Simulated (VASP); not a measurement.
Energy against volume of Lu (hcp). Level of theory: RPBE GGA, VASP's PBE PAW potentials (set 64) (plane waves; VASP). Settings: 520 eV cut-off, 12×12×7 Γ-centred mesh, first-order Methfessel-Paxton smearing of 0.10 eV, potentials Lu_3.

Shape and ions are relaxed at each volume.

| V (Å³/atom) | E (eV/atom) |
|---|---|
| 29.686 | -4.13134 |
| 30.605 | -4.13617 |
| 31.523 | -4.13323 |
| 32.441 | -4.12353 |

**Question.** Fit these four points and predict the energy of the run at 28.768 Å³/atom.

**Answer.** A cubic in V^(−2/3), the third-order Birch-Murnaghan form, passes through the four points with V0 = 30.70 Å³/atom and B0 = 45 GPa, and gives -4.1176 eV/atom there. The run gave -4.1176 eV/atom, -0.0 meV/atom from the fit; all five points give B0 = 45 GPa.

The compound is Lu in the hcp structure. It was relaxed first.
